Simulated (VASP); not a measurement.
Consider the following.

```
Al2Au
1.0
    0.00000     3.01555     3.07683
    3.05523     0.00000     3.07683
    3.05523     3.01555     0.00000
Al Au
2 1
Cartesian
  1.52762   1.50777   1.53841
  4.58285   4.52332   4.61524
  0.06089   0.00000   0.00000
```

The numbers are results of PBE GGA with spin-orbit coupling, VASP's PBE PAW potentials (set 64) (plane waves; VASP), not measurements. Numerical set-up: 400 eV cut-off, 8×8×8 Γ-centred mesh, first-order Methfessel-Paxton smearing of 0.10 eV, potentials Al Au.

### Question
Predict the energy per atom (σ→0), pressure, largest force, band gap (on the k-mesh) with the smallest direct gap where there is one.

### Answer

```
Item                                                        Result
------------------------  ----------------------------------------
band gap (on the k-mesh)  none (metal, semimetal or under 0.01 eV)
energy per atom (σ→0)                               -4.124 eV/atom
pressure                                                 -2.55 GPa
largest force                                           0.419 eV/Å
```

Total energies compare only between runs with the same potentials, cut-off and functional.

The compound is AuAl2 in the fluorite structure. The cell was not relaxed at this level, atoms are displaced from their ideal sites. The run is one of a series of settings (GGA_COMPAT = .FALSE., LSORBIT = .TRUE., MAGMOM = 0 0 0 0 0 0 0 0 0, program vasp_ncl against the base run), some of them coarse on purpose.
